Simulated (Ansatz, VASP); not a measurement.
# Ge (Germanium): VASP beside Ansatz

Aim: how closely do two programs agree when they are given the same cell, functional and k mesh? The cell is taken from a series of runs on this material, whose earlier steps may have relaxed, scaled, displaced or heated it; both programs get it as it stands.

Method: plane waves, with VASP 6.6.1 beside it; PBEsol, in Ansatz 0.2.0.

### 1. The structure

The structure is tetragonal, space group I4_1/amd (No. 141). The conventional cell has a = 3.983 Å, b = 3.983 Å, c = 5.846 Å, α = 90.00°, β = 90.00°, γ = 90.00°. Nearest to Ge lie 4 Ge at 2.47 Å.

### 2. VASP: zone-centre phonons, PBEsol

Second derivatives magnify differences that forces hide, and they need a tight electronic threshold.

Lines of VASP's logs that name or quote its potential files are left out, and so is its time.

File INCAR:

```
SYSTEM = Ge
PREC = Accurate
ENCUT = 500
EDIFF = 1E-08
NELM = 120
ISMEAR = 0
SIGMA = 0.015
LREAL = .FALSE.
ALGO = Normal
GGA = PS
NBANDS = 20
LORBIT = 11
LWAVE = .FALSE.
LCHARG = .FALSE.
ISIF = 2
ISYM = 2
IBRION = 8
LASPH = .TRUE.
GGA_COMPAT = .FALSE.
KPAR = 2
```

File POSCAR:

```
Ge
1.0
    0.0000000000      2.8162644952      2.9229053641
    2.8162644952      0.0000000000      2.9229053641
    2.8162644952      2.8162644952      0.0000000000
Ge
2
Direct
    0.4999986163      0.4999986163      0.4999020995
    0.7500013837      0.7500013837      0.7500979005
```

File KPOINTS:

```
Points of the shifted mesh
1728
Reciprocal
 0.0416666667  0.0416666667  0.0416666667 1
 0.0416666667  0.0416666667  0.1250000000 1
 0.0416666667  0.0416666667  0.2083333333 1
 0.0416666667  0.0416666667  0.2916666667 1
 0.0416666667  0.0416666667  0.3750000000 1
 0.0416666667  0.0416666667  0.4583333333 1
 0.0416666667  0.0416666667  0.5416666667 1
 0.0416666667  0.0416666667  0.6250000000 1
 0.0416666667  0.0416666667  0.7083333333 1
 0.0416666667  0.0416666667  0.7916666667 1
 0.0416666667  0.0416666667  0.8750000000 1
 0.0416666667  0.0416666667  0.9583333333 1
 0.0416666667  0.1250000000  0.0416666667 1
 0.0416666667  0.1250000000  0.1250000000 1
 0.0416666667  0.1250000000  0.2083333333 1
 0.0416666667  0.1250000000  0.2916666667 1
 0.0416666667  0.1250000000  0.3750000000 1
 0.0416666667  0.1250000000  0.4583333333 1
 0.0416666667  0.1250000000  0.5416666667 1
 0.0416666667  0.1250000000  0.6250000000 1
 0.0416666667  0.1250000000  0.7083333333 1
 0.0416666667  0.1250000000  0.7916666667 1
 0.0416666667  0.1250000000  0.8750000000 1
 0.0416666667  0.1250000000  0.9583333333 1
 0.0416666667  0.2083333333  0.0416666667 1
 0.0416666667  0.2083333333  0.1250000000 1
 0.0416666667  0.2083333333  0.2083333333 1
 0.0416666667  0.2083333333  0.2916666667 1
 0.0416666667  0.2083333333  0.3750000000 1
 0.0416666667  0.2083333333  0.4583333333 1
 0.0416666667  0.2083333333  0.5416666667 1
 0.0416666667  0.2083333333  0.6250000000 1
 0.0416666667  0.2083333333  0.7083333333 1
 0.0416666667  0.2083333333  0.7916666667 1
 0.0416666667  0.2083333333  0.8750000000 1
 0.0416666667  0.2083333333  0.9583333333 1
 0.0416666667  0.2916666667  0.0416666667 1
 0.0416666667  0.2916666667  0.1250000000 1
 0.0416666667  0.2916666667  0.2083333333 1
 0.0416666667  0.2916666667  0.2916666667 1
 0.0416666667  0.2916666667  0.3750000000 1
 0.0416666667  0.2916666667  0.4583333333 1
 0.0416666667  0.2916666667  0.5416666667 1
 0.0416666667  0.2916666667  0.6250000000 1
 0.0416666667  0.2916666667  0.7083333333 1
 0.0416666667  0.2916666667  0.7916666667 1
 0.0416666667  0.2916666667  0.8750000000 1
 0.0416666667  0.2916666667  0.9583333333 1
 0.0416666667  0.3750000000  0.0416666667 1
 0.0416666667  0.3750000000  0.1250000000 1
 0.0416666667  0.3750000000  0.2083333333 1
 0.0416666667  0.3750000000  0.2916666667 1
 0.0416666667  0.3750000000  0.3750000000 1
 0.0416666667  0.3750000000  0.4583333333 1
 0.0416666667  0.3750000000  0.5416666667 1
 0.0416666667  0.3750000000  0.6250000000 1
 0.0416666667  0.3750000000  0.7083333333 1
 0.0416666667  0.3750000000  0.7916666667 1
 0.0416666667  0.3750000000  0.8750000000 1
 0.0416666667  0.3750000000  0.9583333333 1
 0.0416666667  0.4583333333  0.0416666667 1
 0.0416666667  0.4583333333  0.1250000000 1
 0.0416666667  0.4583333333  0.2083333333 1
 0.0416666667  0.4583333333  0.2916666667 1
 0.0416666667  0.4583333333  0.3750000000 1
 0.0416666667  0.4583333333  0.4583333333 1
 0.0416666667  0.4583333333  0.5416666667 1
 0.0416666667  0.4583333333  0.6250000000 1
 0.0416666667  0.4583333333  0.7083333333 1
 0.0416666667  0.4583333333  0.7916666667 1
 0.0416666667  0.4583333333  0.8750000000 1
 0.0416666667  0.4583333333  0.9583333333 1
 0.0416666667  0.5416666667  0.0416666667 1
 0.0416666667  0.5416666667  0.1250000000 1
 0.0416666667  0.5416666667  0.2083333333 1
 0.0416666667  0.5416666667  0.2916666667 1
 0.0416666667  0.5416666667  0.3750000000 1
 0.0416666667  0.5416666667  0.4583333333 1
 0.0416666667  0.5416666667  0.5416666667 1
 0.0416666667  0.5416666667  0.6250000000 1
 0.0416666667  0.5416666667  0.7083333333 1
 0.0416666667  0.5416666667  0.7916666667 1
 0.0416666667  0.5416666667  0.8750000000 1
 0.0416666667  0.5416666667  0.9583333333 1
 0.0416666667  0.6250000000  0.0416666667 1
 0.0416666667  0.6250000000  0.1250000000 1
 0.0416666667  0.6250000000  0.2083333333 1
 0.0416666667  0.6250000000  0.2916666667 1
 0.0416666667  0.6250000000  0.3750000000 1
 0.0416666667  0.6250000000  0.4583333333 1
 0.0416666667  0.6250000000  0.5416666667 1
 0.0416666667  0.6250000000  0.6250000000 1
 0.0416666667  0.6250000000  0.7083333333 1
 0.0416666667  0.6250000000  0.7916666667 1
 0.0416666667  0.6250000000  0.8750000000 1
 0.0416666667  0.6250000000  0.9583333333 1
 0.0416666667  0.7083333333  0.0416666667 1
 0.0416666667  0.7083333333  0.1250000000 1
 0.0416666667  0.7083333333  0.2083333333 1
 0.0416666667  0.7083333333  0.2916666667 1
 0.0416666667  0.7083333333  0.3750000000 1
 0.0416666667  0.7083333333  0.4583333333 1
 0.0416666667  0.7083333333  0.5416666667 1
 0.0416666667  0.7083333333  0.6250000000 1
 0.0416666667  0.7083333333  0.7083333333 1
 0.0416666667  0.7083333333  0.7916666667 1
 0.0416666667  0.7083333333  0.8750000000 1
 0.0416666667  0.7083333333  0.9583333333 1
 0.0416666667  0.7916666667  0.0416666667 1
 0.0416666667  0.7916666667  0.1250000000 1
 0.0416666667  0.7916666667  0.2083333333 1
 0.0416666667  0.7916666667  0.2916666667 1
[... 1390 lines left out ...]
 0.8750000000  0.4583333333  0.1250000000 1
 0.8750000000  0.4583333333  0.2083333333 1
 0.8750000000  0.4583333333  0.2916666667 1
 0.8750000000  0.4583333333  0.3750000000 1
 0.8750000000  0.4583333333  0.4583333333 1
 0.8750000000  0.4583333333  0.5416666667 1
 0.8750000000  0.4583333333  0.6250000000 1
 0.8750000000  0.4583333333  0.7083333333 1
 0.8750000000  0.4583333333  0.7916666667 1
 0.8750000000  0.4583333333  0.8750000000 1
 0.8750000000  0.4583333333  0.9583333333 1
 0.8750000000  0.5416666667  0.0416666667 1
 0.8750000000  0.5416666667  0.1250000000 1
 0.8750000000  0.5416666667  0.2083333333 1
 0.8750000000  0.5416666667  0.2916666667 1
 0.8750000000  0.5416666667  0.3750000000 1
 0.8750000000  0.5416666667  0.4583333333 1
 0.8750000000  0.5416666667  0.5416666667 1
 0.8750000000  0.5416666667  0.6250000000 1
 0.8750000000  0.5416666667  0.7083333333 1
 0.8750000000  0.5416666667  0.7916666667 1
 0.8750000000  0.5416666667  0.8750000000 1
 0.8750000000  0.5416666667  0.9583333333 1
 0.8750000000  0.6250000000  0.0416666667 1
 0.8750000000  0.6250000000  0.1250000000 1
 0.8750000000  0.6250000000  0.2083333333 1
 0.8750000000  0.6250000000  0.2916666667 1
 0.8750000000  0.6250000000  0.3750000000 1
 0.8750000000  0.6250000000  0.4583333333 1
 0.8750000000  0.6250000000  0.5416666667 1
 0.8750000000  0.6250000000  0.6250000000 1
 0.8750000000  0.6250000000  0.7083333333 1
 0.8750000000  0.6250000000  0.7916666667 1
 0.8750000000  0.6250000000  0.8750000000 1
 0.8750000000  0.6250000000  0.9583333333 1
 0.8750000000  0.7083333333  0.0416666667 1
 0.8750000000  0.7083333333  0.1250000000 1
 0.8750000000  0.7083333333  0.2083333333 1
 0.8750000000  0.7083333333  0.2916666667 1
 0.8750000000  0.7083333333  0.3750000000 1
 0.8750000000  0.7083333333  0.4583333333 1
 0.8750000000  0.7083333333  0.5416666667 1
 0.8750000000  0.7083333333  0.6250000000 1
 0.8750000000  0.7083333333  0.7083333333 1
 0.8750000000  0.7083333333  0.7916666667 1
 0.8750000000  0.7083333333  0.8750000000 1
 0.8750000000  0.7083333333  0.9583333333 1
 0.8750000000  0.7916666667  0.0416666667 1
 0.8750000000  0.7916666667  0.1250000000 1
 0.8750000000  0.7916666667  0.2083333333 1
 0.8750000000  0.7916666667  0.2916666667 1
 0.8750000000  0.7916666667  0.3750000000 1
 0.8750000000  0.7916666667  0.4583333333 1
 0.8750000000  0.7916666667  0.5416666667 1
 0.8750000000  0.7916666667  0.6250000000 1
 0.8750000000  0.7916666667  0.7083333333 1
 0.8750000000  0.7916666667  0.7916666667 1
 0.8750000000  0.7916666667  0.8750000000 1
 0.8750000000  0.7916666667  0.9583333333 1
 0.8750000000  0.8750000000  0.0416666667 1
 0.8750000000  0.8750000000  0.1250000000 1
 0.8750000000  0.8750000000  0.2083333333 1
 0.8750000000  0.8750000000  0.2916666667 1
 0.8750000000  0.8750000000  0.3750000000 1
 0.8750000000  0.8750000000  0.4583333333 1
 0.8750000000  0.8750000000  0.5416666667 1
 0.8750000000  0.8750000000  0.6250000000 1
 0.8750000000  0.8750000000  0.7083333333 1
 0.8750000000  0.8750000000  0.7916666667 1
 0.8750000000  0.8750000000  0.8750000000 1
 0.8750000000  0.8750000000  0.9583333333 1
 0.8750000000  0.9583333333  0.0416666667 1
 0.8750000000  0.9583333333  0.1250000000 1
 0.8750000000  0.9583333333  0.2083333333 1
 0.8750000000  0.9583333333  0.2916666667 1
 0.8750000000  0.9583333333  0.3750000000 1
 0.8750000000  0.9583333333  0.4583333333 1
 0.8750000000  0.9583333333  0.5416666667 1
 0.8750000000  0.9583333333  0.6250000000 1
 0.8750000000  0.9583333333  0.7083333333 1
 0.8750000000  0.9583333333  0.7916666667 1
 0.8750000000  0.9583333333  0.8750000000 1
 0.8750000000  0.9583333333  0.9583333333 1
 0.9583333333  0.0416666667  0.0416666667 1
 0.9583333333  0.0416666667  0.1250000000 1
 0.9583333333  0.0416666667  0.2083333333 1
 0.9583333333  0.0416666667  0.2916666667 1
 0.9583333333  0.0416666667  0.3750000000 1
 0.9583333333  0.0416666667  0.4583333333 1
 0.9583333333  0.0416666667  0.5416666667 1
 0.9583333333  0.0416666667  0.6250000000 1
 0.9583333333  0.0416666667  0.7083333333 1
 0.9583333333  0.0416666667  0.7916666667 1
 0.9583333333  0.0416666667  0.8750000000 1
 0.9583333333  0.0416666667  0.9583333333 1
 0.9583333333  0.1250000000  0.0416666667 1
 0.9583333333  0.1250000000  0.1250000000 1
 0.9583333333  0.1250000000  0.2083333333 1
 0.9583333333  0.1250000000  0.2916666667 1
 0.9583333333  0.1250000000  0.3750000000 1
 0.9583333333  0.1250000000  0.4583333333 1
 0.9583333333  0.1250000000  0.5416666667 1
 0.9583333333  0.1250000000  0.6250000000 1
 0.9583333333  0.1250000000  0.7083333333 1
 0.9583333333  0.1250000000  0.7916666667 1
 0.9583333333  0.1250000000  0.8750000000 1
 0.9583333333  0.1250000000  0.9583333333 1
 0.9583333333  0.2083333333  0.0416666667 1
 0.9583333333  0.2083333333  0.1250000000 1
 0.9583333333  0.2083333333  0.2083333333 1
 0.9583333333  0.2083333333  0.2916666667 1
 0.9583333333  0.2083333333  0.3750000000 1
 0.9583333333  0.2083333333  0.4583333333 1
 0.9583333333  0.2083333333  0.5416666667 1
 0.9583333333  0.2083333333  0.6250000000 1
 0.9583333333  0.2083333333  0.7083333333 1
 0.9583333333  0.2083333333  0.7916666667 1
 0.9583333333  0.2083333333  0.8750000000 1
 0.9583333333  0.2083333333  0.9583333333 1
 0.9583333333  0.2916666667  0.0416666667 1
 0.9583333333  0.2916666667  0.1250000000 1
 0.9583333333  0.2916666667  0.2083333333 1
 0.9583333333  0.2916666667  0.2916666667 1
 0.9583333333  0.2916666667  0.3750000000 1
 0.9583333333  0.2916666667  0.4583333333 1
 0.9583333333  0.2916666667  0.5416666667 1
 0.9583333333  0.2916666667  0.6250000000 1
 0.9583333333  0.2916666667  0.7083333333 1
 0.9583333333  0.2916666667  0.7916666667 1
 0.9583333333  0.2916666667  0.8750000000 1
 0.9583333333  0.2916666667  0.9583333333 1
 0.9583333333  0.3750000000  0.0416666667 1
 0.9583333333  0.3750000000  0.1250000000 1
 0.9583333333  0.3750000000  0.2083333333 1
 0.9583333333  0.3750000000  0.2916666667 1
 0.9583333333  0.3750000000  0.3750000000 1
 0.9583333333  0.3750000000  0.4583333333 1
 0.9583333333  0.3750000000  0.5416666667 1
 0.9583333333  0.3750000000  0.6250000000 1
 0.9583333333  0.3750000000  0.7083333333 1
 0.9583333333  0.3750000000  0.7916666667 1
 0.9583333333  0.3750000000  0.8750000000 1
 0.9583333333  0.3750000000  0.9583333333 1
 0.9583333333  0.4583333333  0.0416666667 1
 0.9583333333  0.4583333333  0.1250000000 1
 0.9583333333  0.4583333333  0.2083333333 1
 0.9583333333  0.4583333333  0.2916666667 1
 0.9583333333  0.4583333333  0.3750000000 1
 0.9583333333  0.4583333333  0.4583333333 1
 0.9583333333  0.4583333333  0.5416666667 1
 0.9583333333  0.4583333333  0.6250000000 1
 0.9583333333  0.4583333333  0.7083333333 1
 0.9583333333  0.4583333333  0.7916666667 1
 0.9583333333  0.4583333333  0.8750000000 1
 0.9583333333  0.4583333333  0.9583333333 1
 0.9583333333  0.5416666667  0.0416666667 1
 0.9583333333  0.5416666667  0.1250000000 1
 0.9583333333  0.5416666667  0.2083333333 1
 0.9583333333  0.5416666667  0.2916666667 1
 0.9583333333  0.5416666667  0.3750000000 1
 0.9583333333  0.5416666667  0.4583333333 1
 0.9583333333  0.5416666667  0.5416666667 1
 0.9583333333  0.5416666667  0.6250000000 1
 0.9583333333  0.5416666667  0.7083333333 1
 0.9583333333  0.5416666667  0.7916666667 1
 0.9583333333  0.5416666667  0.8750000000 1
 0.9583333333  0.5416666667  0.9583333333 1
 0.9583333333  0.6250000000  0.0416666667 1
 0.9583333333  0.6250000000  0.1250000000 1
 0.9583333333  0.6250000000  0.2083333333 1
 0.9583333333  0.6250000000  0.2916666667 1
 0.9583333333  0.6250000000  0.3750000000 1
 0.9583333333  0.6250000000  0.4583333333 1
 0.9583333333  0.6250000000  0.5416666667 1
 0.9583333333  0.6250000000  0.6250000000 1
 0.9583333333  0.6250000000  0.7083333333 1
 0.9583333333  0.6250000000  0.7916666667 1
 0.9583333333  0.6250000000  0.8750000000 1
 0.9583333333  0.6250000000  0.9583333333 1
 0.9583333333  0.7083333333  0.0416666667 1
 0.9583333333  0.7083333333  0.1250000000 1
 0.9583333333  0.7083333333  0.2083333333 1
 0.9583333333  0.7083333333  0.2916666667 1
 0.9583333333  0.7083333333  0.3750000000 1
 0.9583333333  0.7083333333  0.4583333333 1
 0.9583333333  0.7083333333  0.5416666667 1
 0.9583333333  0.7083333333  0.6250000000 1
 0.9583333333  0.7083333333  0.7083333333 1
 0.9583333333  0.7083333333  0.7916666667 1
 0.9583333333  0.7083333333  0.8750000000 1
 0.9583333333  0.7083333333  0.9583333333 1
 0.9583333333  0.7916666667  0.0416666667 1
 0.9583333333  0.7916666667  0.1250000000 1
 0.9583333333  0.7916666667  0.2083333333 1
 0.9583333333  0.7916666667  0.2916666667 1
 0.9583333333  0.7916666667  0.3750000000 1
 0.9583333333  0.7916666667  0.4583333333 1
 0.9583333333  0.7916666667  0.5416666667 1
 0.9583333333  0.7916666667  0.6250000000 1
 0.9583333333  0.7916666667  0.7083333333 1
 0.9583333333  0.7916666667  0.7916666667 1
 0.9583333333  0.7916666667  0.8750000000 1
 0.9583333333  0.7916666667  0.9583333333 1
 0.9583333333  0.8750000000  0.0416666667 1
 0.9583333333  0.8750000000  0.1250000000 1
 0.9583333333  0.8750000000  0.2083333333 1
 0.9583333333  0.8750000000  0.2916666667 1
 0.9583333333  0.8750000000  0.3750000000 1
 0.9583333333  0.8750000000  0.4583333333 1
 0.9583333333  0.8750000000  0.5416666667 1
 0.9583333333  0.8750000000  0.6250000000 1
 0.9583333333  0.8750000000  0.7083333333 1
 0.9583333333  0.8750000000  0.7916666667 1
 0.9583333333  0.8750000000  0.8750000000 1
 0.9583333333  0.8750000000  0.9583333333 1
 0.9583333333  0.9583333333  0.0416666667 1
 0.9583333333  0.9583333333  0.1250000000 1
 0.9583333333  0.9583333333  0.2083333333 1
 0.9583333333  0.9583333333  0.2916666667 1
 0.9583333333  0.9583333333  0.3750000000 1
 0.9583333333  0.9583333333  0.4583333333 1
 0.9583333333  0.9583333333  0.5416666667 1
 0.9583333333  0.9583333333  0.6250000000 1
 0.9583333333  0.9583333333  0.7083333333 1
 0.9583333333  0.9583333333  0.7916666667 1
 0.9583333333  0.9583333333  0.8750000000 1
 0.9583333333  0.9583333333  0.9583333333 1
```

The projector-augmented-wave data sets are Ge_d (PBE family, release 64).

Launch:

```sh
$ mpirun -np 2 vasp_std
```

Numbers of over 12 decimals in the logs are rounded to 6 here.

What it wrote:

```text
[banner, memory and clock lines left out]
running    2 mpi-ranks, on    1 nodes
 distrk:  each k-point on    1 cores,    2 groups
 distr:  one band on    1 cores,    1 groups

 POSCAR found type information on POSCAR Ge
 POSCAR found :  1 types and       2 ions
|                                                                             |
|               ----> ADVICE to this user running VASP <----                  |
|                                                                             |
|     You enforced a specific xc type in the INCAR file but a different       |
|     [... a line on the potential file left out ...]
|     I HOPE YOU KNOW WHAT YOU ARE DOING!                                     |
|                                                                             |

 LDA part: xc-table for (Slater+PW92), standard interpolation
 POSCAR, INCAR and KPOINTS ok, starting setup
 FFT: planning ... GRIDC
 FFT: planning ... GRID_SOFT
 FFT: planning ... GRID
 WAVECAR not read
 entering main loop
       N       E                     dE             d eps       ncg     rms          rms(c)
DAV:   1     0.182655009537E+03    0.18266E+03   -0.14668E+04 74424   0.370E+03
DAV:   2     0.158317183615E+02   -0.16682E+03   -0.16238E+03 69236   0.584E+02
DAV:   3    -0.917875244504E+01   -0.25010E+02   -0.24829E+02 78144   0.144E+02
DAV:   4    -0.999084172316E+01   -0.81209E+00   -0.81151E+00 77964   0.306E+01
DAV:   5    -0.100044284081E+02   -0.13587E-01   -0.13586E-01 77368   0.435E+00    0.315E+00
DAV:   6    -0.990806857727E+01    0.96360E-01   -0.35653E-02 92180   0.241E+00    0.179E+00
DAV:   7    -0.986187838844E+01    0.46190E-01   -0.57537E-02 73024   0.252E+00    0.153E-01
DAV:   8    -0.986281978545E+01   -0.94140E-03   -0.66982E-03 77952   0.120E+00    0.511E-02
DAV:   9    -0.986293416917E+01   -0.11438E-03   -0.21820E-04 77208   0.204E-01    0.120E-02
DAV:  10    -0.986295170076E+01   -0.17532E-04   -0.23249E-05 91812   0.435E-02    0.518E-03
DAV:  11    -0.986295282306E+01   -0.11223E-05   -0.44372E-06 92544   0.344E-02    0.143E-03
DAV:  12    -0.986295246125E+01    0.36181E-06   -0.90786E-07 92392   0.193E-02    0.274E-04
DAV:  13    -0.986295245030E+01    0.10948E-07   -0.21298E-08 63964   0.199E-03    0.146E-04
DAV:  14    -0.986295243923E+01    0.11069E-07   -0.43788E-09 45932   0.123E-03    0.258E-05
DAV:  15    -0.986295243943E+01   -0.19827E-09   -0.13301E-09 39656   0.595E-04
   1 F= -.98629524E+01 E0= -.98629449E+01  d E =-.150990E-04
 Linear response reoptimize wavefunctions to high precision
DAV:   1    -0.986295243869E+01    0.73396E-09   -0.64243E-10 41644   0.471E-04
DAV:   2    -0.986295243871E+01   -0.20009E-10   -0.18344E-10 38528   0.158E-04
 Linear response DOF=           2
 Linear response progress:
  Degree of freedom:   1/  2
       N       E                     dE             d eps       ncg     rms          rms(c)
RMM:   1    -0.186698682044E+00   -0.18670E+00    0.83337E+00 84724   0.448E+01
RMM:   2    -0.193846052461E+00   -0.71474E-02   -0.12763E-02111787   0.106E+00    0.707E-02
RMM:   3    -0.193853290724E+00   -0.72383E-05   -0.90132E-04118170   0.310E-01    0.409E-02
RMM:   4    -0.193743819793E+00    0.10947E-03   -0.59884E-05126486   0.794E-02    0.463E-03
RMM:   5    -0.193744869063E+00   -0.10493E-05   -0.36549E-06121822   0.176E-02    0.231E-03
RMM:   6    -0.193751623887E+00   -0.67548E-05   -0.21946E-07124404   0.495E-03    0.318E-04
RMM:   7    -0.193750698205E+00    0.92568E-06   -0.33902E-08127367   0.154E-03    0.195E-04
RMM:   8    -0.193749718226E+00    0.97998E-06   -0.57034E-09129745   0.553E-04    0.419E-05
RMM:   9    -0.193749629239E+00    0.88987E-07   -0.55312E-09129792   0.228E-04    0.189E-05
RMM:  10    -0.193749779300E+00   -0.15006E-06   -0.56619E-09130529   0.987E-05    0.541E-06
RMM:  11    -0.193749805884E+00   -0.26584E-07   -0.11643E-08131142   0.508E-05    0.272E-06
RMM:  12    -0.193749827190E+00   -0.21306E-07   -0.15039E-08132251   0.304E-05    0.177E-06
RMM:  13    -0.193749841961E+00   -0.14771E-07   -0.30132E-09127335   0.215E-05    0.481E-07
RMM:  14    -0.193749846854E+00   -0.48929E-08   -0.28681E-09114905   0.172E-05    0.376E-08
 first order change of Fermi-energy   0.76667E+00
 force on displaced ion       1 direction 1 : -10.511  -0.042  -0.160
 Linear response progress:
  Degree of freedom:   2/  2
       N       E                     dE             d eps       ncg     rms          rms(c)
RMM:   1    -0.187081350443E+00   -0.18708E+00    0.80975E+00 84885   0.442E+01
RMM:   2    -0.194198328897E+00   -0.71170E-02   -0.12582E-02111586   0.105E+00    0.749E-02
RMM:   3    -0.194203626110E+00   -0.52972E-05   -0.91373E-04118423   0.312E-01    0.431E-02
RMM:   4    -0.194098428006E+00    0.10520E-03   -0.60623E-05126765   0.804E-02    0.456E-03
RMM:   5    -0.194098405095E+00    0.22911E-07   -0.37084E-06121954   0.178E-02    0.236E-03
RMM:   6    -0.194103781739E+00   -0.53766E-05   -0.20712E-07123215   0.492E-03    0.292E-04
RMM:   7    -0.194102775907E+00    0.10058E-05   -0.45233E-08127511   0.159E-03    0.181E-04
RMM:   8    -0.194101681707E+00    0.10942E-05   -0.22366E-09128302   0.573E-04    0.403E-05
RMM:   9    -0.194101634076E+00    0.47631E-07   -0.33553E-09129812   0.237E-04    0.205E-05
RMM:  10    -0.194101804029E+00   -0.16995E-06   -0.49661E-09130158   0.103E-04    0.618E-06
RMM:  11    -0.194101836344E+00   -0.32315E-07   -0.14326E-08132334   0.525E-05    0.297E-06
RMM:  12    -0.194101860119E+00   -0.23775E-07   -0.11734E-08131820   0.309E-05    0.161E-06
RMM:  13    -0.194101872729E+00   -0.12610E-07   -0.33715E-09125057   0.212E-05    0.445E-07
RMM:  14    -0.194101876137E+00   -0.34078E-08   -0.32092E-09110672   0.166E-05    0.126E-07
 first order change of Fermi-energy   0.29914E+01
 force on displaced ion       1 direction 3 :  -0.155  -0.155 -10.564
 Linear response finished
```

[end of part 1 of 2]

[Lines on the potential files, build, host, timing and source positions are cut from VASP's logs without a mark.]

[Logs are printed without paths, hosts, clocks, repeated set-up lines and the standing remarks that a program may print on its own settings, such as how far it seeks lower states.]

[Hosts, paths, dates, database ids (printed as entryN), source tags and the programs' standing remarks are cut or masked in the printed files.]
